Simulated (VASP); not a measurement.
Output of a VASP run:

OUTCAR:
```
 ion  position               nearest neighbor table
   1  0.000  0.000  0.000-   2 2.57   2 2.57   2 2.57   2 2.57   2 2.57   2 2.57   2 2.57   2 2.57
  LATTYP: Found a simple cubic cell.
 ALAT       =     2.9689718965
 Subroutine PRICEL returns:
 Original cell was already a primitive cell.
 Subroutine GETGRP returns: Found 48 space group operations
The static configuration has the point symmetry O_h .
The dynamic configuration has the point symmetry O_h .
 Subroutine INISYM returns: Found 48 space group operations
 Subroutine IBZKPT returns following result:
 Found     56 irreducible k-points:

 Following reciprocal coordinates:
            Coordinates               Weight
  0.000000  0.000000  0.000000      1.000000
  0.090909  0.000000  0.000000      6.000000
  0.181818  0.000000  0.000000      6.000000
  0.272727  0.000000  0.000000      6.000000
  0.363636  0.000000  0.000000      6.000000
  0.454545  0.000000  0.000000      6.000000
  0.090909  0.090909  0.000000     12.000000
  0.181818  0.090909  0.000000     24.000000
  0.272727  0.090909  0.000000     24.000000
  0.363636  0.090909  0.000000     24.000000
  0.454545  0.090909  0.000000     24.000000
  0.181818  0.181818  0.000000     12.000000
  0.272727  0.181818  0.000000     24.000000
  0.363636  0.181818  0.000000     24.000000
  0.454545  0.181818  0.000000     24.000000
  0.272727  0.272727  0.000000     12.000000
  0.363636  0.272727  0.000000     24.000000
  0.454545  0.272727  0.000000     24.000000
  0.363636  0.363636  0.000000     12.000000
  0.454545  0.363636  0.000000     24.000000
  0.454545  0.454545  0.000000     12.000000
  0.090909  0.090909  0.090909      8.000000
  0.181818  0.090909  0.090909     24.000000
  0.272727  0.090909  0.090909     24.000000
  0.363636  0.090909  0.090909     24.000000
  0.454545  0.090909  0.090909     24.000000
  0.181818  0.181818  0.090909     24.000000
  0.272727  0.181818  0.090909     48.000000
  0.363636  0.181818  0.090909     48.000000
  0.454545  0.181818  0.090909     48.000000
  0.272727  0.272727  0.090909     24.000000
  0.363636  0.272727  0.090909     48.000000
  0.454545  0.272727  0.090909     48.000000
  0.363636  0.363636  0.090909     24.000000
  0.454545  0.363636  0.090909     48.000000
  0.454545  0.454545  0.090909     24.000000
  0.181818  0.181818  0.181818      8.000000
  0.272727  0.181818  0.181818     24.000000
  0.363636  0.181818  0.181818     24.000000
  0.454545  0.181818  0.181818     24.000000
   k-points           NKPTS =     56   k-points in BZ     NKDIM =     56   number of bands    NBANDS=     14
   number of dos      NEDOS =    301   number of ions     NIONS =      2
   total plane-waves  NPLWV =  13824
   dimension x,y,z NGX =    24 NGY =   24 NGZ =   24
   dimension x,y,z NGXF=    48 NGYF=   48 NGZF=   48
   ions per type =               1   1
   PREC   = accura    normal or accurate (medium, high low for compatibility)
   ISTART =      0    job   : 0-new  1-cont  2-samecut
   ICHARG =      2    charge: 1-file 2-atom 10-const
   ISPIN  =      1    spin polarized calculation?
   LNONCOLLINEAR =      F non collinear calculations
   LSORBIT =      F    spin-orbit coupling
   INIWAV =      1    electr: 0-lowe 1-rand  2-diag
   ENCUT  =  520.0 eV  38.22 Ry    6.18 a.u.   5.52  5.52  5.52*2*pi/ulx,y,z
   NELM   =    100;   NELMIN=  2; NELMDL= -5     # of ELM steps
   EDIFF  = 0.1E-05   stopping-criterion for ELM
   LREAL  =      F    real-space projection
   NLSPLINE    = F    spline interpolate recip. space projectors
   LMAXMIX     =    4 max onsite mixed and CHGCAR
   VOSKOWN=      0    Vosko Wilk Nusair interpolation
   EDIFFG = -.1E-01   stopping-criterion for IOM
   NSW    =     60    number of steps for IOM
   NBLOCK =      1;   KBLOCK =     60    inner block; outer block
   IBRION =      2    ionic relax: 0-MD 1-quasi-New 2-CG
   NFREE  =      1    steps in history (QN), initial steepest desc. (CG)
...
```

OSZICAR:
```
       N       E                     dE             d eps       ncg     rms          rms(c)
DAV:   1     0.152273745912E+03    0.15227E+03   -0.10573E+04  1568   0.188E+03
DAV:   2    -0.836296865414E+01   -0.16064E+03   -0.15789E+03  1598   0.412E+02
DAV:   3    -0.176159460975E+02   -0.92530E+01   -0.91896E+01  2568   0.109E+02
DAV:   4    -0.178614184163E+02   -0.24547E+00   -0.24472E+00  1862   0.147E+01
DAV:   5    -0.178713478189E+02   -0.99294E-02   -0.99292E-02  2366   0.276E+00    0.130E+01
DAV:   6    -0.158693437528E+02    0.20020E+01   -0.12168E+01  2008   0.529E+01    0.531E+00
DAV:   7    -0.187373242610E+02   -0.28680E+01   -0.27511E+01  2576   0.489E+01    0.243E+01
DAV:   8    -0.155907017334E+02    0.31466E+01   -0.17990E+01  2356   0.405E+01    0.182E+00
DAV:   9    -0.156265145962E+02   -0.35813E-01   -0.25389E-01  1904   0.487E+00    0.186E+00
DAV:  10    -0.156105276195E+02    0.15987E-01   -0.76430E-02  2384   0.350E+00    0.545E-01
DAV:  11    -0.156089982737E+02    0.15293E-02   -0.40472E-03  2058   0.695E-01    0.366E-01
DAV:  12    -0.156079444845E+02    0.10538E-02   -0.40071E-03  2204   0.574E-01    0.803E-02
DAV:  13    -0.156078957155E+02    0.48769E-04   -0.21299E-04  2024   0.137E-01    0.377E-02
DAV:  14    -0.156078893609E+02    0.63546E-05   -0.30199E-05  2498   0.566E-02    0.109E-02
DAV:  15    -0.156078878879E+02    0.14730E-05   -0.88764E-06  2124   0.294E-02    0.163E-03
DAV:  16    -0.156078879224E+02   -0.34488E-07   -0.21171E-07   850   0.664E-03
   1 F= -.15607888E+02 E0= -.15608043E+02  d E =-.156079E+02
```

**OUTCAR**
```
------------------------ aborting loop because EDIFF is reached ----------------------------------------
  FORCE on cell =-STRESS in cart. coord.  units (eV):
  Direction    XX          YY          ZZ          XY          YZ          ZX
  --------------------------------------------------------------------------------------
  Total        0.0046890      0.0046890      0.0046890      0.0000000      0.0000000     -0.0000000
  in kB        0.2870619      0.2870619      0.2870619      0.0000000      0.0000000     -0.0000000
  external PRESSURE =       0.2870619 kB  Pullay stress =       0.0000000 kB
  volume of cell :       26.17
      direct lattice vectors                 reciprocal lattice vectors
     2.968971896  0.000000000  0.000000000     0.336816930  0.000000000  0.000000000
     0.000000000  2.968971896  0.000000000     0.000000000  0.336816930  0.000000000
     0.000000000  0.000000000  2.968971896     0.000000000  0.000000000  0.336816930
 POSITION                                       TOTAL-FORCE (eV/Angst)
 -----------------------------------------------------------------------------------
      0.00000      0.00000      0.00000         0.000000      0.000000      0.000000
      1.48449      1.48449      1.48449         0.000000      0.000000      0.000000
 -----------------------------------------------------------------------------------
    total drift:                                0.000000      0.000000     -0.000000
  FREE ENERGIE OF THE ION-ELECTRON SYSTEM (eV)
  ---------------------------------------------------
  free  energy   TOTEN  =       -15.6078879224 eV

  energy  without entropy=      -15.6083545829  energy(sigma->0) =      -15.60804348

 reached required accuracy - stopping structural energy minimisation
```
(Selected blocks of OUTCAR.)

File POSCAR:
```
TiCo
1
    2.9689718965     0.0000000000    -0.0000000000
    0.0000000000     2.9689718965     0.0000000000
    0.0000000000     0.0000000000     2.9689718965
Ti Co
1 1
Direct
  0.0000000000   0.0000000000   0.0000000000
  0.5000000000   0.5000000000   0.5000000000
```

Write an INCAR and KPOINTS that could have produced this output.

One answer among several that fit: the input of the run itself, PW91 GGA, plane waves, VASP's PBE PAW potentials (set 64).

KPOINTS:
```
Automatic
0
Gamma
11 11 11
```

INCAR:
```
# general
SYSTEM  = TiCo
PREC    = Accurate
ENCUT   = 520
LREAL   = .False.
LASPH   = .True.

# electronic loop
EDIFF   = 1E-6
NELM    = 100
ALGO    = Normal
LMAXMIX = 4

# smearing
ISMEAR  = 1
SIGMA   = 0.1

# functional
GGA     = 91

# ions
IBRION  = 2
NSW     = 60
ISIF    = 3
EDIFFG  = -0.01

# output
LWAVE   = .False.
LCHARG  = .False.
```

POTCAR, in this order: Ti_sv Co (PBE.64 set). Program: vasp_std.

The compound is TiCo in the CsCl type structure. It was relaxed first. The start is the result of an earlier pass. The run is not spin-polarised, so no magnetic state was tried. The electron count is odd and the run is not spin-polarised, which forces a metal.
